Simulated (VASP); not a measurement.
A run of VASP 6.6.1 is set up as follows.

File INCAR:

```
PREC = Accurate ; ENCUT = 520
EDIFF = 1E-6 ; ISMEAR = 0
SIGMA = 0.03 ; LREAL = F
LASPH = T ; NELM = 120
ALGO = Normal ; ISIF = 3
LWAVE = F ; LCHARG = F
GGA = PE ; IBRION = 2
NSW = 90 ; EDIFFG = -0.01
KPAR = 4
```

File KPOINTS:

```
regular mesh
0
Gamma
  6 6 4
```

The input POSCAR:

```
NbSiO4
1.0
    2.8760000000     -4.1390000000      0.0000000000
    2.8760000000      4.1390000000      0.0000000000
    0.0000000000      0.0000000000      5.9280000000
Nb Si O
2 2 8
Direct
    0.0000000000      0.0000000000      0.5000000000
    0.0000000000      0.0000000000      0.0000000000
    0.6478618000      0.3521382000      0.7500000000
    0.3521382000      0.6478618000      0.2500000000
    0.7655230700      0.2344769300      0.9701417000
    0.7655230700      0.2344769300      0.5298583000
    0.2960652200      0.2334897200      0.7500000000
    0.7665102800      0.7039347800      0.7500000000
    0.2344769300      0.7655230700      0.0298583000
    0.2344769300      0.7655230700      0.4701417000
    0.2334897200      0.2960652200      0.2500000000
    0.7039347800      0.7665102800      0.2500000000
```

Potentials or basis: VASP PAW PBE potentials, release 64 (Nb_sv, Si, O).

Run with:

```console
$ cat potpaw_PBE.64/Nb_sv/POTCAR potpaw_PBE.64/Si/POTCAR potpaw_PBE.64/O/POTCAR > POTCAR
$ mpirun -np 4 vasp_std > vasp.out
```

**Question.** What does it give for the relaxed cell?

**Answer.** a = 5.033 Å, b = 5.033 Å, c = 5.998 Å, α = 90.00°, β = 90.00°, γ = 110.43°.

**Question.** Estimate the relaxed volume.

**Answer.** 11.87 Å³/atom.

**Question.** Predict the band gap on the k mesh.

**Answer.** None (metal or under the smearing width).

The path:
```tsv
step	energy change (eV)	largest force (eV/Å)	pressure (GPa)	volume (Å³)
1	0.0000	0.1273	0.73	141.13
2	-0.0042	0.1932	-0.72	142.23
3	-0.0045	0.1652	-0.46	142.01
4	-0.0092	0.0756	-0.21	142.15
5	-0.0111	0.1421	0.09	142.31
6	-0.0108	0.1792	-0.02	142.49
7	-0.0118	0.0100	0.03	142.39
```
